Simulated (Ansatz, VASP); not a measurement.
# Cross-check of Na2Cd11 (Na2Cd11 (Pm-3)) between VASP and Ansatz

Aim: how closely do two programs agree when they are given the same cell, functional and k mesh? The structure shown is the start of the Ansatz relaxation below; VASP solves that cell, so the two are compared at the walk's first step.

Method: plane waves, with VASP 6.6.1 beside it; single point at PBEsol, in Ansatz 0.2.0.

### 1. The structure

It takes space group Pm-3 (No. 200, cubic). The conventional cell has a = 9.622 Å, b = 9.622 Å, c = 9.622 Å, α = 90.00°, β = 90.00°, γ = 90.00°. Na has 12 Cd at 3.28 to 3.52 Å nearest. Nearest to Cd lie 12 Cd at 2.98 Å. Nearest to Cd lie 9 Cd at 2.86 to 3.16 Å and 3 Na at 3.31 to 3.37 Å. Nearest to Cd lie 10 Cd at 2.98 to 3.16 Å. Nearest to Cd lie 5 Cd at 2.86 to 3.06 Å and 2 Na at 3.28 Å. Cd has 9 Cd at 2.97 to 3.48 Å and 3 Na at 3.52 Å nearest. Farther neighbours are not listed.

### 2. Ansatz: relaxation, PBEsol

Ansatz runs on its default PAW (the set named soft_2) files.

The two programs are compared at the cell with which this relaxation starts, whose forces are those of its first step.

Contents of input.yaml:

```yaml
crystal:
  lattice:
    - [9.6216414, 0.0, 0.0]
    - [0.0, 9.6216414, 0.0]
    - [0.0, 0.0, 9.6216414]
  atoms:
    - { symbol: Na, position: [0.5, 0.19798668, 0.0] }
    - { symbol: Na, position: [0.5, 0.80201332, 0.0] }
    - { symbol: Na, position: [0.0, 0.5, 0.19798668] }
    - { symbol: Na, position: [0.0, 0.5, 0.80201332] }
    - { symbol: Na, position: [0.19798668, 0.0, 0.5] }
    - { symbol: Na, position: [0.80201332, 0.0, 0.5] }
    - { symbol: Cd, position: [0.0, 0.0, 0.0] }
    - { symbol: Cd, position: [0.73309892, 0.0, 0.15654497] }
    - { symbol: Cd, position: [0.26690108, 0.0, 0.84345503] }
    - { symbol: Cd, position: [0.26690108, 0.0, 0.15654497] }
    - { symbol: Cd, position: [0.73309892, 0.0, 0.84345503] }
    - { symbol: Cd, position: [0.15654497, 0.73309892, 0.0] }
    - { symbol: Cd, position: [0.84345503, 0.26690108, 0.0] }
    - { symbol: Cd, position: [0.15654497, 0.26690108, 0.0] }
    - { symbol: Cd, position: [0.84345503, 0.73309892, 0.0] }
    - { symbol: Cd, position: [0.0, 0.15654497, 0.73309892] }
    - { symbol: Cd, position: [0.0, 0.84345503, 0.26690108] }
    - { symbol: Cd, position: [0.0, 0.15654497, 0.26690108] }
    - { symbol: Cd, position: [0.0, 0.84345503, 0.73309892] }
    - { symbol: Cd, position: [0.5, 0.26766811, 0.5] }
    - { symbol: Cd, position: [0.5, 0.73233189, 0.5] }
    - { symbol: Cd, position: [0.5, 0.5, 0.26766811] }
    - { symbol: Cd, position: [0.5, 0.5, 0.73233189] }
    - { symbol: Cd, position: [0.26766811, 0.5, 0.5] }
    - { symbol: Cd, position: [0.73233189, 0.5, 0.5] }
    - { symbol: Cd, position: [0.0, 0.34088839, 0.5] }
    - { symbol: Cd, position: [0.0, 0.65911161, 0.5] }
    - { symbol: Cd, position: [0.5, 0.0, 0.34088839] }
    - { symbol: Cd, position: [0.5, 0.0, 0.65911161] }
    - { symbol: Cd, position: [0.34088839, 0.5, 0.0] }
    - { symbol: Cd, position: [0.65911161, 0.5, 0.0] }
    - { symbol: Cd, position: [0.71856163, 0.28143837, 0.28143837] }
    - { symbol: Cd, position: [0.28143837, 0.28143837, 0.71856163] }
    - { symbol: Cd, position: [0.28143837, 0.71856163, 0.28143837] }
    - { symbol: Cd, position: [0.71856163, 0.71856163, 0.71856163] }
    - { symbol: Cd, position: [0.28143837, 0.71856163, 0.71856163] }
    - { symbol: Cd, position: [0.71856163, 0.71856163, 0.28143837] }
    - { symbol: Cd, position: [0.71856163, 0.28143837, 0.71856163] }
    - { symbol: Cd, position: [0.28143837, 0.28143837, 0.28143837] }
basis:
  ecutwfc: 420
  xc_grid: 2
hamiltonian:
  xc: pbesol
kpoints:
  mp_grid: { grid: [4, 4, 4] }
scf:
  occupations: { method: fermi_dirac, width: 0.05 }
  max_iter: 150
output:
  forces: true
  stress: true
relax:
  f_tol: 0.01
  max_steps: 60
  cell: {}
checkpoint:
  write: "../pbesol.run"
  compress: false
  write_wavefunctions: false
  write_every: 100000
```

Run with:

```
> ansatz run input.yaml --threads 8 --pin off --max-ram 13189MiB --backend cpu --events-out ev --progress --plain --runs-dir out
```

Numbers of over 12 decimals in the logs are rounded to 6 here.

The program printed:

```text
Engine: ansatz 0.2.0, x86_64-unknown-linux-gnu
Pseudopotentials: kind: paw
Pseudopotential: Na, paw, valence charge 9, recommended cutoff 420 eV (normal), Na.paw.azcp
Pseudopotential: Cd, paw, valence charge 20, recommended cutoff 420 eV (normal), Cd.paw.azcp
Functional definition: PBEsol
  exchange = pbesol_x
  correlation = pbesol_c
Crystal: 39 atoms, lattice volume = 890.733 Å³
Basis set: ecut = 420 eV, 17365 PW (Γ), exchange–correlation on 144×144×144 points (8 copies of the dense FFT grid, shifted against one another)
Bands: 429, of which v1, the nominal top of the filled ones, is band 357 counted from 1 (356 counted from 0)
Symmetry: 24 space group operations
Space group: Pm-3 (ITA 200), of the structure as read, at distance tolerance 9.6e-5 Å
k-points: 11 of 64
Non-local potential: Na, projectors of the file, l = 0: 3, l = 1: 2, l = 2: 1
Non-local potential: Cd, projectors of the file, l = 0: 3, l = 1: 2, l = 2: 2, l = 3: 1
PAW form: soft (Blöchl's): semilocal exchange-correlation on the pseudo side does not see the compensation charge
PAW frozen core: Na, regenerated for the run's functional, and the local potential with it (the file was generated under x = pbe(κ = 0.804, μ = 0.219515), c = pbe(β = 0.066725))
PAW frozen core: Cd, regenerated for the run's functional, and the local potential with it (the file was generated under x = pbe(κ = 0.804, μ = 0.219515), c = pbe(β = 0.066725))
PAW one-centre angular grid: Na, 110 points (default); XC on 64 Gauss nodes
PAW one-centre angular grid: Cd, 590 points (default); XC on 64 Gauss nodes
Initial density: superposition of atomic densities (neutral atoms: chi_scale 0, normalization atom), corrected by the library's trained network
Initial wavefunctions: pseudopotential atomic-orbital guess
Functional: x = pbesol(κ = 0.804, μ = 0.123457), c = pbesol(β = 0.046)
SCF iter   1: F=—  HF=-278932.331855 eV  |F-HF|=—  |Δ(HF+E_count)|=         —  Δρ=5.07e-3  dr2=4.26e-1  ethr=1.77e-3  ⟨swp⟩=5.0  Hψ=14760  notcnv=0  defer=503
preconditioner: auto → LDOS  [metal: Δε(μ)=0.071 eV  Ē_g=13.610 eV  σ=0.050 eV  W_gap=0.33  n_scr=256 (ndim 8)  ℏωp=26.0 eV  f_vac=0.035  D(μ)=10.44/eV (n_scr^D=32)  β→1.0]
SCF iter   2: F=—  HF=-278932.348640 eV  |F-HF|=—  |Δ(HF+E_count)|=   1.68e-2  Δρ=6.70e-3  dr2=3.35e-1  ethr=5.96e-5  ⟨swp⟩=2.0  Hψ=9173  notcnv=0  defer=617
SCF iter   3: F=—  HF=-278932.235390 eV  |F-HF|=—  |Δ(HF+E_count)|=   1.13e-1  Δρ=7.12e-4  dr2=3.31e-3  ethr=4.69e-5  ⟨swp⟩=2.0  Hψ=6488  notcnv=0  defer=617
SCF iter   4: F=—  HF=-278932.234203 eV  |F-HF|=—  |Δ(HF+E_count)|=   1.19e-3  Δρ=1.37e-4  dr2=2.29e-4  ethr=4.63e-7  ⟨swp⟩=2.0  Hψ=6578  notcnv=0  defer=617
SCF iter   5: F=—  HF=-278932.234166 eV  |F-HF|=—  |Δ(HF+E_count)|=   3.76e-5  Δρ=3.04e-5  dr2=7.94e-6  ethr=3.20e-8  ⟨swp⟩=2.0  Hψ=6585  notcnv=0  defer=617
SCF iter   6: F=—  HF=-278932.235008 eV  |F-HF|=—  |Δ(HF+E_count)|=   8.42e-4  Δρ=9.49e-6  dr2=7.31e-7  ethr=1.11e-9  ⟨swp⟩=2.0  Hψ=6316  notcnv=0  defer=617
SCF iter   7: F=-278932.235008 eV  HF=-278932.235008 eV  |F-HF|=3.84e-8  |Δ(HF+E_count)|=   5.20e-8  Δρ=3.29e-6  dr2=7.20e-8  ethr=1.40e-11  ⟨swp⟩=4.0  Hψ=13095  notcnv=0
SCF 1 converged in 7 iterations: F = -278932.235008 eV  dr2 = 7.20e-8
  greatest PAW one-centre occupation: 1.000 electrons in one spin orbital (limit 2), on the Cd atom at site 6 (counted from 0), in its partial waves of l = 0
relax step   1: F+E_penalty+E_count = -278932.23500835 eV  Δ(F+E_penalty+E_count) = +0.000e0 eV  max|allowed force component| = 3.779e-2 eV/Å  Δτ_max = 0.0000 Å  P = -1.489 GPa  Ω = 890.733 Å³  (7 SCF iters, dr2 threshold 1.00e-7 eV, accepted)
Crystal: 39 atoms, lattice volume = 855.581 Å³
Basis set: ecut = 420 eV, 16831 PW (Γ), exchange–correlation on 144×144×144 points (8 copies of the dense FFT grid, shifted against one another)
Initial density: handed on by an earlier stage of this run
Initial wavefunctions: those handed on with the density
iter 1 solved again at ethr=1.50e-5 eV; its pass at ethr=3.10e-3 eV (dr2=1.07e-1 eV) is discarded
SCF iter   1: F=—  HF=-278932.406127 eV  |F-HF|=—  |Δ(HF+E_count)|=         —  Δρ=2.51e-3  dr2=1.11e-1  ethr=1.50e-5  ⟨swp⟩=3.1  Hψ=18859  notcnv=0
preconditioner: auto → LDOS  [metal: Δε(μ)=0.045 eV  Ē_g=13.859 eV  σ=0.050 eV  W_gap=0.22  n_scr=250 (ndim 8)  ℏωp=26.6 eV  f_vac=0.030  D(μ)=11.32/eV (n_scr^D=56)  β→1.0]
SCF iter   2: F=—  HF=-278932.399941 eV  |F-HF|=—  |Δ(HF+E_count)|=   6.19e-3  Δρ=3.40e-3  dr2=8.25e-2  ethr=1.50e-5  ⟨swp⟩=2.3  Hψ=9078  notcnv=0
SCF iter   3: F=—  HF=-278932.373203 eV  |F-HF|=—  |Δ(HF+E_count)|=   2.67e-2  Δρ=2.48e-4  dr2=6.18e-4  ethr=1.16e-5  ⟨swp⟩=2.0  Hψ=7575  notcnv=0
SCF iter   4: F=—  HF=-278932.373891 eV  |F-HF|=—  |Δ(HF+E_count)|=   6.88e-4  Δρ=9.10e-5  dr2=7.48e-5  ethr=8.66e-8  ⟨swp⟩=2.1  Hψ=8319  notcnv=0
[...]
iter 1 solved again at ethr=5.50e-9 eV; its pass at ethr=3.10e-3 eV (dr2=3.92e-5 eV) is discarded
SCF iter   1: F=—  HF=-278932.376168 eV  |F-HF|=—  |Δ(HF+E_count)|=         —  Δρ=7.14e-5  dr2=7.70e-6  ethr=5.50e-9  ⟨swp⟩=4.1  Hψ=27883  notcnv=0
preconditioner: auto → LDOS  [metal: Δε(μ)=0.019 eV  Ē_g=13.850 eV  σ=0.050 eV  W_gap=0.09  n_scr=256 (ndim 8)  ℏωp=26.5 eV  f_vac=0.030  D(μ)=11.13/eV (n_scr^D=56)  β→1.0]
[...]
SCF converged after 6 iterations
Free energy (F): -278932.376464 eV
Harris-Foulkes:  -278932.376464 eV  (|F-HF|=1.16e-10)
Internal energy: -278932.283568 eV  (E = F + TS)
E sigma→0 (E₀):  -278932.330016 eV
Entropy (-TS):   -0.092896 eV (-2.382 meV/atom)
Fermi energy:    12.413189 eV
--- Per-component energies (eV) ---
  E_band       = -15235.421883
  E_kinetic    = 17388.469471
  E_local      = -115809.643046  (includes V_loc(G=0)·N_el)
  E_nonlocal   = 1846.308402
  E_hartree    = 53457.681999
  E_xc         = -6040.114593
  E_vxc        = -7618.734510  (∫ρ·V_xc dr)
  E_paw        = -133923.624281  (= ΣΔE_a)
  E_vpaw       = -17957.185862  (= ΣTr[D̂ρ^β])
  E_aug_tail   = 0.000350  (compensation charges beyond the density's cutoff)
  E_ewald      = -95862.974702
  E_core_change = 11.612833  (= ΣΔE_core)
  E_smearing   = -0.092896  (= −TS)
  E_closure    = -0.000000  (closes the sum)
  Σ components = -278932.376464   (vs F -278932.376464, Δ=0.00e0)
--- Forces (eV/Å), atoms counted from 1 ---
  atom   1  Na     0.00000000     0.00241915     0.00000000
  atom   2  Na    -0.00000000    -0.00241915     0.00000000
  atom   3  Na     0.00000000     0.00000000     0.00241915
  atom   4  Na    -0.00000000    -0.00000000    -0.00241915
  atom   5  Na     0.00241915     0.00000000    -0.00000000
  atom   6  Na    -0.00241915    -0.00000000     0.00000000
  atom   7  Cd     0.00000000    -0.00000000     0.00000000
  atom   8  Cd     0.00354159    -0.00000000    -0.00516053
  atom   9  Cd    -0.00354159     0.00000000     0.00516053
  atom  10  Cd    -0.00354159    -0.00000000    -0.00516053
  atom  11  Cd     0.00354159     0.00000000     0.00516053
  atom  12  Cd    -0.00516053     0.00354159     0.00000000
  atom  13  Cd     0.00516053    -0.00354159     0.00000000
  atom  14  Cd    -0.00516053    -0.00354159    -0.00000000
  atom  15  Cd     0.00516053     0.00354159     0.00000000
  atom  16  Cd     0.00000000    -0.00516053     0.00354159
  atom  17  Cd    -0.00000000     0.00516053    -0.00354159
  atom  18  Cd     0.00000000    -0.00516053    -0.00354159
  atom  19  Cd    -0.00000000     0.00516053     0.00354159
  atom  20  Cd    -0.00000000     0.00351385     0.00000000
  atom  21  Cd     0.00000000    -0.00351385    -0.00000000
  atom  22  Cd    -0.00000000    -0.00000000     0.00351385
  atom  23  Cd     0.00000000     0.00000000    -0.00351385
  atom  24  Cd     0.00351385     0.00000000     0.00000000
[...]
atom  32  Cd     0.00017341    -0.00017341    -0.00017341
  atom  33  Cd    -0.00017341    -0.00017341     0.00017341
  atom  34  Cd    -0.00017341     0.00017341    -0.00017341
  atom  35  Cd     0.00017341     0.00017341     0.00017341
  atom  36  Cd    -0.00017341     0.00017341     0.00017341
  atom  37  Cd     0.00017341     0.00017341    -0.00017341
  atom  38  Cd     0.00017341    -0.00017341     0.00017341
  atom  39  Cd    -0.00017341    -0.00017341    -0.00017341
  max |Σ_I F_I| component: 9.84e-18 eV/Å
--- Stress (GPa, compression-positive) ---
       -0.025807      -0.000000      -0.000000
       -0.000000      -0.025807      -0.000000
       -0.000000      -0.000000      -0.025807
  P = ⅓ Tr σ = -0.0258 GPa (-0.258 kbar)
--- Relaxed structure (3 steps of the walk, 3 accepted, 1 SCFs on fresh bases) ---
  F+E_penalty+E_count = -278932.37646420 eV   max|allowed force component| = 5.161e-3 eV/Å   (the final SCF, on the basis selected at the relaxed cell)
  cell:  # Å, volume = 862.0942 Å³
    - [9.517398, 0, 0.0]
    - [0, 9.517398, 0.0]
    - [0, 0.0, 9.517398]
  atoms:
    - { symbol: Na, position: [0.5, 0.198150, 0] }
    - { symbol: Na, position: [0.5, 0.801850, 0] }
    - { symbol: Na, position: [0, 0.5, 0.198150] }
    - { symbol: Na, position: [0, 0.5, 0.801850] }
    - { symbol: Na, position: [0.198150, 0, 0.5] }
    - { symbol: Na, position: [0.801850, 0, 0.5] }
    - { symbol: Cd, position: [0, 0, 0] }
    - { symbol: Cd, position: [0.733187, 0, 0.156572] }
    - { symbol: Cd, position: [0.266813, 0, 0.843428] }
    - { symbol: Cd, position: [0.266813, 0, 0.156572] }
    - { symbol: Cd, position: [0.733187, 0, 0.843428] }
    - { symbol: Cd, position: [0.156572, 0.733187, 0] }
    - { symbol: Cd, position: [0.843428, 0.266813, 0] }
    - { symbol: Cd, position: [0.156572, 0.266813, 0] }
    - { symbol: Cd, position: [0.843428, 0.733187, 0] }
    - { symbol: Cd, position: [0, 0.156572, 0.733187] }
    - { symbol: Cd, position: [0, 0.843428, 0.266813] }
    - { symbol: Cd, position: [0, 0.156572, 0.266813] }
    - { symbol: Cd, position: [0, 0.843428, 0.733187] }
    - { symbol: Cd, position: [0.5, 0.268460, 0.5] }
    - { symbol: Cd, position: [0.5, 0.731540, 0.5] }
    - { symbol: Cd, position: [0.5, 0.5, 0.268460] }
    - { symbol: Cd, position: [0.5, 0.5, 0.731540] }
    - { symbol: Cd, position: [0.268460, 0.5, 0.5] }
    - { symbol: Cd, position: [0.731540, 0.5, 0.5] }
    - { symbol: Cd, position: [0, 0.341052, 0.5] }
    - { symbol: Cd, position: [0, 0.658948, 0.5] }
    - { symbol: Cd, position: [0.5, 0, 0.341052] }
    - { symbol: Cd, position: [0.5, 0, 0.658948] }
    - { symbol: Cd, position: [0.341052, 0.5, 0] }
    - { symbol: Cd, position: [0.658948, 0.5, 0] }
    - { symbol: Cd, position: [0.718431, 0.281569, 0.281569] }
    - { symbol: Cd, position: [0.281569, 0.281569, 0.718431] }
    - { symbol: Cd, position: [0.281569, 0.718431, 0.281569] }
    - { symbol: Cd, position: [0.718431, 0.718431, 0.718431] }
    - { symbol: Cd, position: [0.281569, 0.718431, 0.718431] }
    - { symbol: Cd, position: [0.718431, 0.718431, 0.281569] }
    - { symbol: Cd, position: [0.718431, 0.281569, 0.718431] }
    - { symbol: Cd, position: [0.281569, 0.281569, 0.281569] }
```

In the SCF lines HF is the Harris–Foulkes energy and dr2 the Hartree energy of the density residual, in eV; the loop may stop once dr2 is under the threshold and the program's other checks hold. Hψ counts applications of the Hamiltonian.

(Continued in part 2 of 2.)

[Lines on the potential files, build, host, timing and source positions are cut from VASP's logs without a mark.]

[Logs are printed without paths, hosts, clocks, repeated set-up lines and the standing remarks that a program may print on its own settings, such as how far it seeks lower states.]

[Hosts, paths, dates, database ids (printed as entryN), source tags and the programs' standing remarks are cut or masked in the printed files.]
